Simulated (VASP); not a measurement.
Consider the following.

```
WSi2
1.0
   -1.55299     1.55299     3.81566
    1.55299    -1.55299     3.81566
    1.55299     1.55299    -3.81566
Si W
2 1
Direct
  0.66715   0.66715   0.00000
  0.33285   0.33285   0.00000
  0.00000   0.00000   0.00000
```

Method: PBE GGA, VASP's PBE PAW potentials (set 64) (plane waves; VASP 6.6.1). Run with 480 eV cut-off, 12×12×12 Γ-centred mesh, first-order Methfessel-Paxton smearing of 0.10 eV, potentials Si W_sv.

Unless said otherwise, spin-orbit coupling is left out, though it shifts the bands of the heavy elements here.

Q: Estimate the energy per atom (σ→0), pressure, band gap (on the k-mesh) with the smallest direct gap where there is one.

A: 
| Item | Value |
|---|---|
| band gap (on the k-mesh) | none (metal, semimetal or under 0.01 eV) |
| energy per atom (σ→0) | -8.152 eV/atom |
| pressure | 29.95 GPa |

The absolute energy has meaning only against runs of the same code, potentials and settings.

The compound is WSi2 in the MoSi2 type structure. It was relaxed first under an external pressure of 30 GPa.
